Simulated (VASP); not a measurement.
A VASP calculation is set up with these files.

INCAR:
```
NELM=100
LREAL=F   # projection in real space or not
LWAVE=F
PREC=Accurate
EDIFF=1E-6
ALGO=Normal
SYSTEM=AgI
EDIFFG=-0.01   # ionic stop
PARAM2=0.22
GGA=BO
LMAXMIX=4   # l cut-off of mixed one-centre charges
AGGAC=0.0
LCHARG=F
ISIF=3   # ions, shape and volume
LUSE_VDW=T
SIGMA=0.05
ISMEAR=0
NSW=60
ENCUT=520   # plane-wave cut-off (eV)
IBRION=2
PARAM1=0.1833333333
LASPH=T   # aspherical one-centre terms
```

### POSCAR
```
AgI
1.0
  0.0000000000   3.2885818953   3.2885818953
  3.2885818953   0.0000000000   3.2885818953
  3.2885818953   3.2885818953   0.0000000000
Ag I
1 1
Direct
  1.0000000000   1.0000000000   1.0000000000
  0.2500000000   0.2500000000   0.2500000000
```

**KPOINTS**
```
Automatic mesh
0
Gamma
6 6 6
0 0 0
```

POTCAR, in this order: Ag I (PBE.64 set). Program: vasp_std.

Write an equivalent input for Quantum ESPRESSO's pw.x.

One equivalent input (not run):
```
&CONTROL
  calculation = 'vc-relax'
  pseudo_dir = './pseudo'
  outdir = './out'
  tprnfor = .true.
  tstress = .true.
  nstep = 60
  forc_conv_thr = 0.00039
/
&SYSTEM
  ibrav = 0
  nat = 2
  ntyp = 2
  ecutwfc = 82
  occupations = 'smearing'
  smearing = 'gaussian'
  degauss = 0.003675
  input_dft = 'vdw-df-obk8'
/
&ELECTRONS
  conv_thr = 7.3e-08
  electron_maxstep = 100
/
&IONS
/
&CELL
/
ATOMIC_SPECIES
  Ag 107.868 Ag.upf
  I 126.904 I.upf
CELL_PARAMETERS angstrom
     0.0000000    3.2885819    3.2885819
     3.2885819   -0.0000000    3.2885819
     3.2885819    3.2885819    0.0000000
ATOMIC_POSITIONS crystal
  Ag   1.0000000  1.0000000  1.0000000
  I    0.2500000  0.2500000  0.2500000
K_POINTS automatic
  6 6 6 0 0 0
```
What does not carry over: the potentials are each code's own (VASP's PAW set, PseudoDojo norm-conserving files in pw.x), so ENCUT and ecutwfc are chosen apart and not converted; conv_thr bounds pw.x's estimated SCF error, while EDIFF bounds the energy change between steps; forc_conv_thr acts on force components and is met together with etot_conv_thr.

The compound is AgI in the zinc blende structure, whereas wurtzite is the usual form. It was relaxed first. The start is the result of an earlier pass.
